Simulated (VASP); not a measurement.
# PrFePO (P4/nmm) in VASP: reference runs

Reference runs on PrFePO: the cell as given.

All numbers are computed with VASP 6.6.1; they aren't measurements. Logs are shortened: lines on timing, memory, paths and dates and some standing lists are left out, and cuts for length are marked.

### 1 The crystal as given

It takes space group P4/nmm (No. 129, tetragonal). Conventional cell: a = 3.950 Å, b = 3.950 Å, c = 8.854 Å, α = 90.00°, β = 90.00°, γ = 90.00°. Pr (site symmetry 4mm) has 4 O at 2.34 Å as nearest neighbours. Fe (site symmetry -4m2) has 4 P at 2.40 Å as nearest neighbours. P (site symmetry 4mm) is surrounded by 4 Fe at 2.40 Å. Around O (site symmetry -4m2) lie 4 Pr at 2.34 Å.

The cell is a database's computed one.

### 2 Single point, PBE, collinear spin, ferromagnetic start

Input file INCAR:

```
SYSTEM = PrFePO
  ALGO = Normal
  EDIFF = 1E-7
  ENCUT = 520
  GGA = PE
  ISIF = 2
  ISMEAR = -1
  ISPIN = 2
  LASPH = .True.
  LCHARG = .False.
  LMAXMIX = 6
  LORBIT = 11
  LREAL = .False.
  LWAVE = .False.
  MAGMOM = 2 2 3 3 0 0 0 0
  NBANDS = 46
  NELM = 120
  PREC = Accurate
  SIGMA = 0.05
```

Input file KPOINTS:

```
k-points
0
Gamma
  7 7 3
  0 0 0
```

Input file POSCAR:

```
PrFePO
1.0
    3.9495460000      0.0000000000      0.0000000000
    0.0000000000      3.9495460000      0.0000000000
    0.0000000000      0.0000000000      8.8543180000
Pr Fe P O
2 2 2 2
Direct
    0.5000000000      0.0000000000      0.1416250000
    0.0000000000      0.5000000000      0.8583750000
    0.0000000000      0.0000000000      0.5000000000
    0.5000000000      0.5000000000      0.5000000000
    0.5000000000      0.0000000000      0.6531350000
    0.0000000000      0.5000000000      0.3468650000
    0.0000000000      0.0000000000      0.0000000000
    0.5000000000      0.5000000000      0.0000000000
```

Potentials or basis: VASP PAW PBE potentials, release 64 (Pr, Fe, P, O).

The run is started by

```console
$ cat potpaw_PBE.64/Pr/POTCAR potpaw_PBE.64/Fe/POTCAR potpaw_PBE.64/P/POTCAR potpaw_PBE.64/O/POTCAR > POTCAR
$ mpirun -np 1 vasp_std > vasp.out
```

OUTCAR:

```text
SYSTEM = PrFePO
   EDIFF = 1E-7
   ENCUT = 520
   GGA = PE
   ISIF = 2
   ISMEAR = -1
   ISPIN = 2
   LASPH = .True.
   LORBIT = 11
   LREAL = .False.
   NELM = 120
   PREC = Accurate

 ion  position               nearest neighbor table
   1  0.500  0.000  0.142-   7 2.34   8 2.34   8 2.34   7 2.34
   2  0.000  0.500  0.858-   7 2.34   8 2.34   7 2.34   8 2.34
   3  0.000  0.000  0.500-   5 2.40   6 2.40   6 2.40   5 2.40   4 2.79   4 2.79   4 2.79   4 2.79

   4  0.500  0.500  0.500-   5 2.40   6 2.40   5 2.40   6 2.40   3 2.79   3 2.79   3 2.79   3 2.79

   5  0.500  0.000  0.653-   3 2.40   4 2.40   4 2.40   3 2.40
   6  0.000  0.500  0.347-   3 2.40   4 2.40   3 2.40   4 2.40
   7  0.000  0.000  0.000-   1 2.34   2 2.34   2 2.34   1 2.34
   8  0.500  0.500  0.000-   1 2.34   2 2.34   1 2.34   2 2.34

  LATTYP: Found a simple tetragonal cell.
 ALAT       =     3.9495460000
 C/A-ratio  =     2.2418571654

  Lattice vectors:

 A1 = (   3.9495460000,   0.0000000000,   0.0000000000)
 A2 = (   0.0000000000,   3.9495460000,   0.0000000000)
 A3 = (   0.0000000000,   0.0000000000,   8.8543180000)

Analysis of symmetry for initial positions (statically):
=====================================================================
 Subroutine PRICEL returns:
 Original cell was already a primitive cell.

 Routine SETGRP: Setting up the symmetry group for a
 simple tetragonal supercell.

 Subroutine GETGRP returns: Found 16 space group operations
 (whereof  8 operations were pure point group operations)
 out of a pool of 16 trial point group operations.

The static configuration has the point symmetry D_2d.
 The point group associated with its full space group is D_4h.

Analysis of symmetry for dynamics (positions and initial velocities):
=====================================================================
 Subroutine PRICEL returns:
 Original cell was already a primitive cell.

 Routine SETGRP: Setting up the symmetry group for a
 simple tetragonal supercell.

 Subroutine GETGRP returns: Found 16 space group operations
 (whereof  8 operations were pure point group operations)
 out of a pool of 16 trial point group operations.

The dynamic configuration has the point symmetry D_2d.
 The point group associated with its full space group is D_4h.

Analysis of structural, dynamic, and magnetic symmetry:
=====================================================================
 Subroutine PRICEL returns:
 Original cell was already a primitive cell.

 Routine SETGRP: Setting up the symmetry group for a
 simple tetragonal supercell.

 Subroutine GETGRP returns: Found 16 space group operations
 (whereof  8 operations were pure point group operations)
 out of a pool of 16 trial point group operations.

The overall configuration has the point symmetry D_2d.
 The point group associated with its full space group is D_4h.

 Subroutine INISYM returns: Found 16 space group operations
 (whereof  8 operations are pure point group operations),
 and found     1 'primitive' translations

----------------------------------------------------------------------------------------

                                     Primitive cell

  volume of cell :     138.1177

  direct lattice vectors                    reciprocal lattice vectors
     3.949546000  0.000000000  0.000000000     0.253193658  0.000000000  0.000000000
     0.000000000  3.949546000  0.000000000     0.000000000  0.253193658  0.000000000
     0.000000000  0.000000000  8.854318000     0.000000000  0.000000000  0.112939246

  length of vectors
     3.949546000  3.949546000  8.854318000     0.253193658  0.253193658  0.112939246

  position of ions in fractional coordinates (direct lattice)
     0.500000000  0.000000000  0.141625000
     0.000000000  0.500000000  0.858375000
     0.000000000  0.000000000  0.500000000
     0.500000000  0.500000000  0.500000000
     0.500000000  0.000000000  0.653135000
     0.000000000  0.500000000  0.346865000
     0.000000000  0.000000000  0.000000000
     0.500000000  0.500000000  0.000000000

  ion indices of the primitive-cell ions
   primitive index   ion index
                 1           1
                 2           2
                 3           3
                 4           4
                 5           5
                 6           6
                 7           7
                 8           8

----------------------------------------------------------------------------------------

 KPOINTS: k-points

Automatic generation of k-mesh.
 Grid dimensions read from file:
 generate k-points for:    7    7    3

 Generating k-lattice:

  Cartesian coordinates                     Fractional coordinates (reciprocal lattice)
     0.036170523  0.000000000  0.000000000     0.142857143  0.000000000  0.000000000
     0.000000000  0.036170523  0.000000000     0.000000000  0.142857143  0.000000000
     0.000000000  0.000000000  0.037646415     0.000000000  0.000000000  0.333333333

  Length of vectors
     0.036170523  0.036170523  0.037646415

  Shift w.r.t. Gamma in fractional coordinates (k-lattice)
     0.000000000  0.000000000  0.000000000

 Subroutine IBZKPT returns following result:
 ===========================================

 Found     20 irreducible k-points:

 Following reciprocal coordinates:
            Coordinates               Weight
  0.000000  0.000000  0.000000      1.000000
  0.142857  0.000000  0.000000      4.000000
  0.285714  0.000000  0.000000      4.000000
  0.428571  0.000000  0.000000      4.000000
  0.142857  0.142857  0.000000      4.000000
  0.285714  0.142857  0.000000      8.000000
[... 12 lines left out ...]
  0.428571  0.285714  0.333333     16.000000
  0.428571  0.428571  0.333333      8.000000
   k-points           NKPTS =     20   k-points in BZ     NKDIM =     20   number of bands    NBANDS=     46
   number of dos      NEDOS =    301   number of ions     NIONS =      8
   total plane-waves  NPLWV =  63000
   dimension x,y,z NGX =    30 NGY =   30 NGZ =   70
   dimension x,y,z NGXF=    60 NGYF=   60 NGZF=  140
   ions per type =               2   2   2   2
   NGX,Y,Z   is equivalent  to a cutoff of  12.63, 12.63, 13.14 a.u.
   NGXF,Y,Z  is equivalent  to a cutoff of  25.26, 25.26, 26.29 a.u.
 SYSTEM =  PrFePO
   PREC   = accura    normal or accurate (medium, high low for compatibility)
   ISTART =      0    job   : 0-new  1-cont  2-samecut
   ICHARG =      2    charge: 1-file 2-atom 10-const
   ISPIN  =      2    spin polarized calculation?
   LNONCOLLINEAR =      F non collinear calculations
   LSORBIT =      F    spin-orbit coupling
   LASPH  =      T    aspherical Exc in radial PAW
   ENCUT  =  520.0 eV  38.22 Ry    6.18 a.u.   7.34  7.34 16.46*2*pi/ulx,y,z
   NELM   =    120;   NELMIN=  2; NELMDL= -5     # of ELM steps
   EDIFF  = 0.1E-06   stopping-criterion for ELM
   LREAL  =      F    real-space projection
   EDIFFG = 0.1E-05   stopping-criterion for IOM
   NSW    =      0    number of steps for IOM
   IBRION =     -1    ionic relax: 0-MD 1-quasi-New 2-CG
   NFREE  =      0    steps in history (QN), initial steepest desc. (CG)
   ISIF   =      2    stress and relaxation
   ISYM   =      2    0-nonsym 1-usesym 2-fastsym
   POTIM  = 0.5000    time-step for ionic-motion
   TEBEG  =    0.0;   TEEND  =   0.0 temperature during run
   PSTRESS=    0.0 pullay stress
   NELECT =      64.0000    total number of electrons
   NUPDOWN=      -1.0000    fix difference up-down
   EMIN   =  10.00;   EMAX   =-10.00  energy-range for DOS
   EFERMI =   0.00;   METHOD = LEGACY
   ISMEAR =    -1;   SIGMA  =   0.05  broadening in eV -4-tet -1-fermi 0-gaus
   EFERMI_NEDOS =   21; number of points for ismear=-14 and -15
   IALGO  =     38    algorithm
   IMIX   =      4    mixing-type and parameters
     AMIX     =   0.40;   BMIX     =  1.00
     AMIX_MAG =   1.60;   BMIX_MAG =  1.00
  volume/ion in A,a.u.               =      17.26       116.51
  Fermi-wavevector in a.u.,A,eV,Ry     =   1.266830  2.393962 21.835421  1.604858
  Thomas-Fermi vector in A             =   2.400010
   LORBIT       =     11    0 simple, 1 ext, 2 COOP (PROOUT), +10 PAW based schemes
   GGA     = PE    functional components
   LHFCALC =     F    Hartree Fock is set to
   AEXX    =    0.0000 exact exchange contribution
   IVDW    =     0    specifies the selected vdW correction
   LEPSILON=     F    determine dielectric tensor
   LRPA    =     F    only Hartree local field effects (RPA)
 spin polarized calculation
  energy-cutoff  :      520.00
  volume of cell :      138.12
 maximum number of plane-waves:      3793
 NGX is ok and might be reduce to    30
   NGX = 15   NGY = 15   NGZ = 33

 number of electron      64.0000000 magnetization      10.0000000

 number of electron      64.0000008 magnetization       7.1258009

 Free energy of the ion-electron system (eV)
  ---------------------------------------------------
  ext. energy  EPLUGINS =         0.00000000
  ---------------------------------------------------
  free energy    TOTEN  =       -62.82171827 eV

  energy without entropy =      -62.67418708  energy(sigma->0) =      -62.74795268

 E-fermi :   6.0850     XC(G=0): -10.7673

 val. band max:        6.0840303809   @ k =   0.1429   0.0000   0.0000
 cond. band min:       6.0857125397   @ k =   0.4286   0.4286   0.3333
 fundamental gap:      0.0016821589
 Fermi energy:         6.0850213204

 spin component 1

 k-point     1 :       0.0000    0.0000    0.0000
  band No.  band energies     occupation
      1     -29.7661      1.00000
      2     -29.6340      1.00000
      3     -14.1247      1.00000
      4     -12.0450      1.00000
      5     -11.8299      1.00000
      6     -11.8299      1.00000
[... 36 lines left out ...]
     43       6.8235      0.00000
     44       6.8412      0.00000
[... 851 lines left out ...]
      3     -14.3624      1.00000
      4     -14.3196      1.00000
      5     -11.8732      1.00000
      6     -11.8133      1.00000
[... 36 lines left out ...]
     43       6.6819      0.00001
     44       6.6922      0.00001
 Fermi energy:         6.0850213204

 spin component 2

 k-point     1 :       0.0000    0.0000    0.0000
  band No.  band energies     occupation
      1     -28.8741      1.00000
      2     -28.7255      1.00000
      3     -13.9329      1.00000
      4     -12.1542      1.00000
      5     -11.2114      1.00000
      6     -11.2114      1.00000
[... 36 lines left out ...]
     43       7.7504      0.00000
     44       7.9722      0.00000
[... 851 lines left out ...]
      3     -14.1939      1.00000
      4     -14.1520      1.00000
      5     -11.2480      1.00000
      6     -11.1893      1.00000
[... 36 lines left out ...]
     43       7.8263      0.00000
     44       7.8367      0.00000
 [bands above 44 left out]

------------------------ aborting loop because EDIFF is reached ----------------------------------------

  FORCE on cell =-STRESS in cart. coord.  units (eV):
  Direction    XX          YY          ZZ          XY          YZ          ZX
  --------------------------------------------------------------------------------------
  -------------------------------------------------------------------------------------
  Total       -8.8302216     -8.8302216     -8.7032613      0.0000000      0.0000000      0.0000000
  in kB     -102.4313080   -102.4313080   -100.9585578      0.0000000      0.0000000      0.0000000
  external PRESSURE =    -101.9403913 kB  Pullay stress =       0.0000000 kB

 VOLUME and BASIS-vectors are now :
 -----------------------------------------------------------------------------
  energy-cutoff  :      520.00
  volume of cell :      138.12
      direct lattice vectors                 reciprocal lattice vectors
     3.949546000  0.000000000  0.000000000     0.253193658  0.000000000  0.000000000
     0.000000000  3.949546000  0.000000000     0.000000000  0.253193658  0.000000000
     0.000000000  0.000000000  8.854318000     0.000000000  0.000000000  0.112939246

 POSITION                                       TOTAL-FORCE (eV/Angst)
 -----------------------------------------------------------------------------------
      1.97477      0.00000      1.25399         0.000000      0.000000     -0.141433
      0.00000      1.97477      7.60033        -0.000000      0.000000      0.141433
      0.00000      0.00000      4.42716        -0.000000      0.000000      0.000000
      1.97477      1.97477      4.42716         0.000000     -0.000000      0.000000
      1.97477      0.00000      5.78306         0.000000      0.000000     -1.086326
      0.00000      1.97477      3.07125         0.000000     -0.000000      1.086326
      0.00000      0.00000      0.00000         0.000000     -0.000000      0.000000
      1.97477      1.97477      0.00000         0.000000      0.000000      0.000000
 -----------------------------------------------------------------------------------
    total drift:                                0.000000      0.000000      0.000000

  FREE ENERGIE OF THE ION-ELECTRON SYSTEM (eV)
  ---------------------------------------------------
  free  energy   TOTEN  =       -62.8217182723 eV

  energy  without entropy=      -62.6741870820  energy(sigma->0) =      -62.74795268

 total charge

# of ion       s       p       d       f       tot
--------------------------------------------------
    1        1.956   5.382   0.465   2.116   9.919
    2        1.956   5.382   0.465   2.116   9.919
    3        0.376   0.427   6.277   0.000   7.079
    4        0.376   0.427   6.277   0.000   7.079
    5        1.029   1.422   0.000   0.000   2.451
    6        1.029   1.422   0.000   0.000   2.451
    7        1.570   3.453   0.000   0.000   5.023
    8        1.570   3.453   0.000   0.000   5.023
--------------------------------------------------
tot          9.862  21.367  13.483   4.231  48.944

 magnetization (x)

# of ion       s       p       d       f       tot
--------------------------------------------------
    1       -0.017  -0.041   0.025   1.880   1.847
    2       -0.017  -0.041   0.025   1.880   1.847
    3        0.010   0.009   1.693   0.000   1.712
    4        0.010   0.009   1.693   0.000   1.712
    5       -0.005  -0.088   0.000   0.000  -0.093
    6       -0.005  -0.088   0.000   0.000  -0.093
    7       -0.003  -0.063   0.000   0.000  -0.066
    8       -0.003  -0.063   0.000   0.000  -0.066
--------------------------------------------------
tot         -0.028  -0.368   3.436   3.761   6.800
```

Wall time 15 min (1 thread of Intel Xeon Platinum 8488C (Sapphire Rapids), shared host); peak memory 0.43 GiB.

What came out:

- Free energy: -62.8217 eV
- Pressure: -10.2 GPa
- Largest force: 1.086 eV/Å
- Band gap on the k mesh: none (metal or under the smearing width)
- Net moment: 7.13 μB per cell
- Site moments: Pr +1.85; Fe +1.71; P -0.09; O -0.07 μB
- Valence electrons inside the program's atomic spheres: Pr 9.92; Fe 7.08; P 2.45; O 5.02

Forces in eV/Å, atoms in the order of the input:
```
Pr   0.000  0.000 -0.141
Pr   0.000  0.000  0.141
Fe   0.000  0.000  0.000
Fe   0.000  0.000  0.000
P    0.000  0.000 -1.086
P    0.000  0.000  1.086
O    0.000  0.000  0.000
O    0.000  0.000  0.000
```

Caveat: the magnetic or orbital state may not be the lowest; spin-orbit coupling is left out, which moves the levels of the heavy elements; without U or exact exchange the open f shell lies at the Fermi level, which spoils levels, moments and volumes; only a ferromagnetic start was run, and an antiferromagnetic order may lie lower in energy; forces of over 1 eV/Å show positions far from the minimum, so gaps and moduli don't describe the material at rest.
